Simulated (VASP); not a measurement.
Here is the system:

```yaml
crystal:
  lattice:
    - [2.53733, 1.46493, 4.92265]
    - [-2.53733, 1.46493, 4.92265]
    - [0.00000, -2.92986, 4.92265]
  atoms:
    - { symbol: Cd, position: [0.50000, 0.50000, 0.50000] }
    - { symbol: Sn, position: [0.00000, 0.00000, 0.00000] }
    - { symbol: F, position: [0.76653, 0.39665, 0.07106] }
    - { symbol: F, position: [0.23347, 0.60335, 0.92894] }
    - { symbol: F, position: [0.07106, 0.76653, 0.39665] }
    - { symbol: F, position: [0.92894, 0.23347, 0.60335] }
    - { symbol: F, position: [0.39665, 0.07106, 0.76653] }
    - { symbol: F, position: [0.60335, 0.92894, 0.23347] }
```

All values below come from LDA (Ceperley-Alder, Perdew-Zunger), VASP's LDA PAW potentials (set 64) (plane waves; VASP). Numerical set-up: 520 eV cut-off, Gaussian smearing of 0.050 eV, potentials Cd Sn_d F.

Unless said otherwise, spin-orbit coupling is left out, though it shifts the bands of the heavy elements here.

Question: Give the energies of bands 22 to 35 at the high-symmetry points, in eV from the valence-band maximum.

Answer: 
| band | Γ | T | H2 | L | S0 | F |
|---|---|---|---|---|---|---|
| 22 | -1.89 | -2.17 | -1.95 | -2.00 | -2.01 | -1.97 |
| 23 | -1.46 | -2.03 | -1.93 | -1.86 | -1.96 | -1.78 |
| 24 | -1.46 | -1.88 | -1.85 | -1.54 | -1.83 | -1.67 |
| 25 | -1.38 | -1.30 | -1.35 | -1.42 | -1.33 | -1.59 |
| 26 | -1.08 | -1.24 | -1.13 | -1.26 | -1.18 | -1.15 |
| 27 | -1.08 | -1.24 | -1.08 | -1.13 | -1.10 | -1.10 |
| 28 | -0.77 | -1.24 | -1.05 | -1.00 | -1.03 | -0.96 |
| 29 | -0.64 | -0.78 | -0.97 | -0.80 | -0.86 | -0.94 |
| 30 | -0.64 | -0.78 | -0.80 | -0.70 | -0.83 | -0.81 |
| 31 | -0.62 | -0.52 | -0.54 | -0.57 | -0.56 | -0.65 |
| 32 | -0.62 | -0.52 | -0.48 | -0.54 | -0.47 | -0.48 |
| 33 | -0.02 | -0.25 | -0.21 | -0.44 | -0.15 | -0.07 |
| 34 | -0.02 | -0.25 | -0.02 | -0.16 | -0.05 | 0.00 |
| 35 | 3.80 | 5.78 | 6.46 | 6.03 | 6.39 | 6.27 |

The gap is indirect, 3.80 eV, from the valence maximum at F to the conduction minimum at Γ.

The structure comes from a computed database's CdSnF6 entry (R-3); how it stands against other phases isn't given here. It was relaxed first, which changed the volume by -7 %.
